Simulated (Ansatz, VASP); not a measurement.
K2Ge: VASP beside Ansatz

Contents of INCAR:

```
PREC = Accurate ; ENCUT = 600
EDIFF = 1E-7 ; ISMEAR = 0
SIGMA = 0.1 ; LREAL = F
LASPH = T ; NELM = 80
ALGO = Normal ; ISIF = 3
LWAVE = F ; LCHARG = F
GGA = PE ; IBRION = 2
NSW = 90 ; EDIFFG = -0.04
```

File KPOINTS:

```
Automatic mesh
0
Gamma
  4 4 4
```

File POSCAR:

```
K2Ge
1.0
    4.4367343600      0.0000000000      0.0000000000
    0.0000000000      4.4367343600      0.0000000000
    0.0000000000      0.0000000000      5.5908928200
K Ge
2 1
Direct
    0.0000000000      0.5000000000      0.5000000000
    0.5000000000      0.0000000000      0.5000000000
    0.5000000000      0.5000000000      0.0000000000
```

Input for Ansatz:

```yaml
crystal:
  lattice:
    - [4.43673436, 0.0, 0.0]
    - [0.0, 4.43673436, 0.0]
    - [0.0, 0.0, 5.59089282]
  atoms:
    - { symbol: K, position: [0.0, 0.5, 0.5] }
    - { symbol: K, position: [0.5, 0.0, 0.5] }
    - { symbol: Ge, position: [0.5, 0.5, 0.0] }
basis:
  ecutwfc: 420
kpoints:
  mp_grid: { grid: [4, 4, 4] }
hamiltonian:
  xc: pbe
scf:
  occupations: { method: gaussian, width: 0.1 }
  lower_state_search: "off"
output:
  forces: true
  stress: true
  eigenvalues: true
relax:
  adjacent_minimum: "off"
  f_tol: 0.04
  max_steps: 70
  cell: { stress_tol: 0.4 }
```

Alike in both runs: task relaxation of cell and atoms; functional PBE; k mesh 4 × 4 × 4; occupations gaussian, width 0.1 eV; no spin polarisation.

|  | VASP | Ansatz |
| --- | --- | --- |
| version | VASP 6.6.1 | Ansatz 0.2.0 |
| potentials or method | VASP PAW PBE potentials, release 64 (K_sv, Ge_d) | scalar-relativistic, plane waves, PAW |
| plane-wave cutoff (eV) | 600 | 420 |
| valence electrons in the cell | 32 | 32 |

Ansatz gave:

```
gap on the k mesh at the Fermi level, each at its own relaxed structure (eV) : none
relaxed volume (Å³/atom)                                                     : 41.44
relaxed cell length with the largest relative difference (Å)                 : 6.121
energy change over the relaxation (meV/atom)                                 : -426
```

Estimate VASP's values.

gap on the k mesh at the Fermi level, each at its own relaxed structure (eV): none; relaxed volume (Å³/atom): 41.73; relaxed cell length with the largest relative difference (Å): 6.152; energy change over the relaxation (meV/atom): -421.

A gap of «none» marks a metal or a gap that the smearing closes.
